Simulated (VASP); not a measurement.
Consider the following.

```xyz
2
Lattice="2.4744 0.0000 0.0000 -1.2372 2.1429 0.0000 0.0000 0.0000 4.0174" Properties=species:S:1:pos:R:3 pbc="T T T"
Ni     0.0000     1.4286     1.0043
Ni     1.2372     0.7143     3.0130
```
Starting moments (μB, in the order of the record's atoms Ni Ni): 2.0 2.0.

Method: LDA (Ceperley-Alder, Perdew-Zunger), VASP's LDA PAW potentials (set 64) (plane waves; VASP). Run with 300 eV cut-off, 13×13×7 Γ-centred mesh, Fermi-Dirac smearing of 0.10 eV, potentials Ni.

At this cut-off the stress carries a Pulay error, which pulls relaxed volumes low.

Question: What does the run give for the cell moment, energy per atom (σ→0), pressure, band gap (on the k-mesh) with the smallest direct gap where there is one?

Answer: 
| Item | Value |
|---|---|
| band gap (on the k-mesh) | none (metal, semimetal or under 0.01 eV) |
| cell moment | 1.17 μB |
| energy per atom (σ→0) | -6.543 eV/atom |
| pressure | -124.3 kbar |

Question: Give the moment on each site (PAW-sphere projection).

Answer: 
```csv
site,moment (μB)
Ni1,0.59
Ni2,0.59
```

The absolute energy has meaning only against runs of the same code, potentials and settings.

The structure was generated: Ni was put into an ordered model structure, which need not be its known phase. The cell was not relaxed at this level.
